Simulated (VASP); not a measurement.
All values below come from vdW-DF2, VASP's PBE PAW potentials (set 64) (plane waves; VASP).

A VASP calculation is set up with these files.

File POSCAR:
```
Tm
1
    1.8006862149    -3.1188800869     0.0000000000
    1.8006862149     3.1188800869     0.0000000000
    0.0000000000     0.0000000000     5.5892864164
Tm
2
Direct
  0.3333330000   0.6666670000   0.2500000000
  0.6666670000   0.3333330000   0.7500000000
```

File KPOINTS:
```
Automatic mesh
0
Gamma
13 13 8
0 0 0
```

**INCAR**
```
# general
SYSTEM    =  Tm
PREC      =  Accurate
ENCUT     =  520   # plane-wave cut-off (eV)
LREAL     =  F   # projection in real space or not
LASPH     =  T   # aspherical one-centre terms

# electronic loop
EDIFF     =  1E-7   # SCF stop (eV)
NELM      =  100   # most electronic steps
ALGO      =  Normal   # blocked Davidson
LMAXMIX   =  6   # l cut-off of mixed one-centre charges

# smearing
ISMEAR    =  -5   # tetrahedra, Bloechl

# functional
GGA       =  ML
LUSE_VDW  =  T
AGGAC     =  0.0
ZAB_VDW   =  -1.8867

# ions
ISIF      =  2   # forces and stress, cell fixed

# output
LWAVE     =  F
LCHARG    =  T
LORBIT    =  11
NEDOS     =  601   # DOS grid
```

POTCAR, in this order: Tm_3 (PBE.64 set). Program: vasp_std.

The run wrote:

File OUTCAR:
```
 ion  position               nearest neighbor table
   1  0.333  0.667  0.250-   2 3.48   2 3.48   2 3.48   2 3.48   2 3.48   2 3.48
   2  0.667  0.333  0.750-   1 3.48   1 3.48   1 3.48   1 3.48   1 3.48   1 3.48
  LATTYP: Found a hexagonal cell.
 ALAT       =     3.6013724941
 C/A-ratio  =     1.5519878673
 Subroutine PRICEL returns:
 Original cell was already a primitive cell.
 Subroutine GETGRP returns: Found 24 space group operations
The static configuration has the point symmetry D_3d.
 The point group associated with its full space group is D_6h.
The dynamic configuration has the point symmetry D_3d.
 Subroutine INISYM returns: Found 24 space group operations
 Subroutine IBZKPT returns following result:
 Found    105 irreducible k-points:

 Following reciprocal coordinates:
            Coordinates               Weight
  0.000000  0.000000  0.000000      1.000000
  0.076923  0.000000  0.000000      6.000000
  0.153846  0.000000  0.000000      6.000000
  0.230769  0.000000  0.000000      6.000000
  0.307692  0.000000  0.000000      6.000000
  0.384615 -0.000000  0.000000      6.000000
  0.461538  0.000000  0.000000      6.000000
  0.076923  0.076923  0.000000      6.000000
  0.153846  0.076923  0.000000     12.000000
  0.230769  0.076923  0.000000     12.000000
  0.307692  0.076923  0.000000     12.000000
  0.384615  0.076923  0.000000     12.000000
  0.461538  0.076923  0.000000      6.000000
  0.153846  0.153846  0.000000      6.000000
  0.230769  0.153846  0.000000     12.000000
  0.307692  0.153846  0.000000     12.000000
  0.384615  0.153846  0.000000     12.000000
  0.230769  0.230769  0.000000      6.000000
  0.307692  0.230769  0.000000     12.000000
  0.384615  0.230769  0.000000      6.000000
  0.307692  0.307692  0.000000      6.000000
  0.000000  0.000000  0.125000      2.000000
...
```

File OSZICAR:
```
       N       E                     dE             d eps       ncg     rms          rms(c)
DAV:   1     0.714490123297E+02    0.71449E+02   -0.85308E+03  2746   0.130E+03
DAV:   2     0.201498524591E+01   -0.69434E+02   -0.68479E+02  2808   0.399E+02
DAV:   3    -0.248680173181E+01   -0.45018E+01   -0.42396E+01  4449   0.620E+01
DAV:   4    -0.262392788731E+01   -0.13713E+00   -0.13541E+00  4317   0.926E+00
DAV:   5    -0.262601856743E+01   -0.20907E-02   -0.20863E-02  3865   0.970E-01    0.219E+01
DAV:   6    -0.265933230828E+01   -0.33314E-01   -0.36159E-02  4393   0.201E+00    0.132E+01
DAV:   7    -0.267365271896E+01   -0.14320E-01   -0.91843E-02  4047   0.352E+00    0.578E-01
DAV:   8    -0.267387634094E+01   -0.22362E-03   -0.74797E-03  3683   0.915E-01    0.536E-01
DAV:   9    -0.267394947798E+01   -0.73137E-04   -0.36571E-04  4265   0.242E-01    0.245E-02
DAV:  10    -0.267396238006E+01   -0.12902E-04   -0.59836E-05  4185   0.810E-02    0.626E-02
DAV:  11    -0.267396683073E+01   -0.44507E-05   -0.72454E-06  3495   0.259E-02    0.309E-03
DAV:  12    -0.267396758584E+01   -0.75511E-06   -0.30979E-07  3159   0.559E-03    0.104E-03
DAV:  13    -0.267396766625E+01   -0.80407E-07   -0.26352E-08  1870   0.215E-03
   1 F= -.26739677E+01 E0= -.26739677E+01  d E =0.000000E+00
```

File OUTCAR:
```
------------------------ aborting loop because EDIFF is reached ----------------------------------------
  FORCE on cell =-STRESS in cart. coord.  units (eV):
  Direction    XX          YY          ZZ          XY          YZ          ZX
  --------------------------------------------------------------------------------------
  Total        0.0569756      0.0569756      0.0614927      0.0000000     -0.0000000     -0.0000000
  in kB        1.4540391      1.4540392      1.5693182      0.0000000     -0.0000000     -0.0000000
  external PRESSURE =       1.4924655 kB  Pullay stress =       0.0000000 kB
  volume of cell :       62.78
      direct lattice vectors                 reciprocal lattice vectors
     1.800686215 -3.118880087  0.000000000     0.277671921 -0.160313954  0.000000000
     1.800686215  3.118880087  0.000000000     0.277671921  0.160313954  0.000000000
     0.000000000  0.000000000  5.589286416     0.000000000  0.000000000  0.178913716
 POSITION                                       TOTAL-FORCE (eV/Angst)
 -----------------------------------------------------------------------------------
      1.80069      1.03963      1.39732        -0.000000     -0.000000      0.000000
      1.80069     -1.03963      4.19196         0.000000      0.000000      0.000000
 -----------------------------------------------------------------------------------
    total drift:                               -0.000000      0.000074     -0.000012
  FREE ENERGIE OF THE ION-ELECTRON SYSTEM (eV)
  ---------------------------------------------------
  free  energy   TOTEN  =        -2.6739676662 eV

  energy  without entropy=       -2.6739676662  energy(sigma->0) =       -2.67396767

 total charge

# of ion       s       p       d       tot
------------------------------------------
    1        0.536   6.541   1.078   8.155
    2        0.536   6.541   1.078   8.155
--------------------------------------------------
tot          1.071  13.082   2.157  16.311
```
(Selected blocks of OUTCAR.)

File OUTCAR:
```
 val. band max:        2.7768059677   @ k =   0.2308   0.2308   0.3750

 cond. band min:       2.8053020488   @ k =   0.2308   0.0769   0.3750


 Fermi energy:         2.8127709383

 k-point     1 :       0.0000    0.0000    0.0000
  band No.  band energies     occupation
      1     -22.8818      2.00000
      2     -22.4632      2.00000
      3     -22.4632      2.00000
      4     -22.3766      2.00000
      5     -22.3766      2.00000
      6     -22.3349      2.00000
      7      -2.7337      2.00000
      8       0.5760      2.00000
      9       3.8028      0.00000
     10       4.6947      0.00000
     11       4.6947      0.00000
     12       5.1525      0.00000
     13       5.3893      0.00000

 k-point     2 :       0.0769    0.0000    0.0000
  band No.  band energies     occupation
      1     -22.8724      2.00000
      2     -22.4813      2.00000
      3     -22.4696      2.00000
      4     -22.3959      2.00000
      5     -22.3789      2.00000
      6     -22.3397      2.00000
      7      -2.5984      2.00000
      8       0.7106      2.00000
      9       3.6655      0.00000
     10       4.3650      0.00000
     11       4.8210      0.00000
     12       5.2182      0.00000
     13       5.4008      0.00000

 k-point     3 :       0.1538    0.0000    0.0000
  band No.  band energies     occupation
      1     -22.8453      2.00000
      2     -22.5317      2.00000
      3     -22.4869      2.00000
      4     -22.4485      2.00000
      5     -22.3857      2.00000
      6     -22.3540      2.00000
      7      -2.2058      2.00000
      8       1.0840      2.00000
      9       3.3143     -0.01607
     10       3.8217      0.00000
     11       4.8279      0.00000
     12       5.1967      0.00000
     13       5.2956      0.00000

 k-point     4 :       0.2308    0.0000    0.0000
  band No.  band energies     occupation
      1     -22.8037      2.00000
      2     -22.6031      2.00000
      3     -22.5203      2.00000
...
```

The 4f electrons are frozen in the core of the lanthanide potential, so 4f levels, which can set the real gap, and their magnetism are missing. For a metal the tetrahedron method with Blöchl corrections gives inexact stress and forces.

The compound is Tm in the hcp structure. It was relaxed first.
